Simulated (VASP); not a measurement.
An input for Ansatz (written as the equivalent of a VASP run, and not itself run):

Ansatz 0.2 input:
```yaml
crystal:
  lattice:
    - [1.3588973, -2.3536796, 0.0000000]
    - [1.3588973, 2.3536796, 0.0000000]
    - [0.0000000, 0.0000000, 4.3536353]
  atoms:
    - { symbol: Tc, position: [0.3333330, 0.6666670, 0.2500000] }
    - { symbol: Tc, position: [0.6666670, 0.3333330, 0.7500000] }
kpoints:
  mp_grid: { grid: [14, 14, 8] }
hamiltonian:
  xc: pbesol
  pseudopotentials: { kind: paw }
scf:
  occupations: { method: methfessel_paxton, width: 0.1 }
  max_iter: 100
relax:
  max_steps: 30
  f_tol: 0.001
output: { forces: true, stress: true, eigenvalues: true }
```

Task: Write the VASP files for the same calculation (PBEsol).

Result: This is not unique; one that fits is 
File KPOINTS:
```
Automatic mesh
0
Gamma
  14 14 8
0 0 0
```

### INCAR
```
! general
SYSTEM  = Tc
PREC    = Accurate
ENCUT   = 400
LREAL   = .FALSE.
LASPH   = .TRUE.

! electronic loop
EDIFF   = 1E-8
NELM    = 100
ALGO    = Normal
LMAXMIX = 4

! smearing
ISMEAR  = 1
SIGMA   = 0.1

! functional
GGA     = PS

! ions
IBRION  = 1
NSW     = 30
ISIF    = 2
EDIFFG  = -0.001

! output
LWAVE   = .FALSE.
LCHARG  = .FALSE.
```

POSCAR:
```
Tc
1
    1.3588973053    -2.3536795591     0.0000000000
    1.3588973053     2.3536795591     0.0000000000
    0.0000000000     0.0000000000     4.3536353485
Tc
2
Direct
  0.3333330000   0.6666670000   0.2500000000
  0.6666670000   0.3333330000   0.7500000000
```

POTCAR, in this order: Tc_pv (PBE.64 set). Program: vasp_std.

What does not carry over: each code has its own PAW files, so the cut-off isn't converted (ENCUT is set for VASP's; basis.ecutwfc is left out, and Ansatz then takes the one that its files recommend); Ansatz stops its SCF on the density residual and VASP on the energy change (EDIFF).

The compound is Tc in the hcp structure. It was relaxed first. The start is the result of an earlier pass.
